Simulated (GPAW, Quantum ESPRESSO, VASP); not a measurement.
**One structure in several programs: Ca2Si (Fm-3m, 3 atoms in the cell)**

Self-consistent single point.

```yaml
crystal:
  lattice:
    - [0.00000, 3.58523, 3.58523]
    - [3.58523, 0.00000, 3.58523]
    - [3.58523, 3.58523, 0.00000]
  atoms:
    - { symbol: Ca, position: [0.75000, 0.75000, 0.75000] }
    - { symbol: Ca, position: [0.25000, 0.25000, 0.25000] }
    - { symbol: Si, position: [0.00000, 0.00000, 0.00000] }
```

All programs got the same cell, k-point mesh and kind of occupations (in GPAW's words: kpts = 8 8 8; mesh shift (steps) = 0 0 0; occupations.name = fermi-dirac; occupations.width = 0 eV); potentials, basis and cutoffs are each program's usual ones.

| code | model | pressure (GPa) | gap on the mesh (eV) | cutoff |
|---|---|---|---|---|
| GPAW | PBEsol, GPAW PAW datasets PBEsol (made by gpaw-setup) | -1.06 | 0.522 | 600 eV |
| Quantum ESPRESSO | PBEsol, GBRV 1.5 ultrasoft (PBESOL) pseudopotentials | -1.23 | 0.518 | 40 Ry |
| VASP | PBEsol, VASP's PBE PAW potentials (set 64) | -1.25 | 0.511 | 300 eV |

Gaps are read on the mesh.

The spread over the programs that give each value: pressure within 0.19 GPa; gap on the mesh within 0.011 eV.

The starting cell comes from a database of computed structures (which also holds hypothetical and non-ambient phases and stackings), without a prior relaxation at this level.

### Question
Why do the programs differ, and what cannot be compared?

### Answer
Differences of this kind can come from the potentials, where these differ, and from what each basis and cutoff leave unconverged. The zero of total energies and Fermi levels follows the potentials and each program's conventions, so they are not compared here.

VASP's run is marked for a possible Pulay error in its stress at this cutoff; no cutoff test was made.

VASP ran the fixed occupations as a Gaussian smearing of 0.01 eV.

Left out of this page: Ansatz, ABINIT, CP2K, Elk, FLEUR and SIESTA (not drawn, or without a comparable value).

Keys are those of Ansatz 0.2.
